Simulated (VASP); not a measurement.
Given:

```xyz
2
Lattice="1.3300 -2.3036 0.0000 1.3300 2.3036 0.0000 0.0000 0.0000 4.9500" Properties=species:S:1:pos:R:3 pbc="T T T"
Zn     1.3300     0.7679     1.2375
Zn     1.3300    -0.7679     3.7125
```

The numbers are results of PBEsol GGA, VASP's PBE PAW potentials (set 64) (plane waves; VASP), not measurements. Settings: 400 eV cut-off, 14×14×7 Γ-centred mesh, first-order Methfessel-Paxton smearing of 0.10 eV, potentials Zn.

Energy and stress use the plane-wave basis of the starting cell.

Problem. The ions, cell shape and volume are relaxed. Which structure does the run end with?

Solution. 
```xyz
2
Lattice="1.3196 -2.2857 0.0000 1.3196 2.2857 0.0000 0.0000 0.0000 4.6420" Properties=species:S:1:pos:R:3 pbc="T T T"
Zn     1.3196     0.7619     1.1605
Zn     1.3196    -0.7619     3.4815
```
Space group P6_3/mmc (194), at a tolerance of 0.03 Å.

Problem. How do energy and volume change from the first to the last step?

Solution. The energy (σ→0) changes by -23.3 meV/atom and the volume by -7.7 %, in 11 ionic steps.

The compound is Zn in the hcp structure. This run relaxes it. Symmetry was kept, so distortions that lower it aren't found.
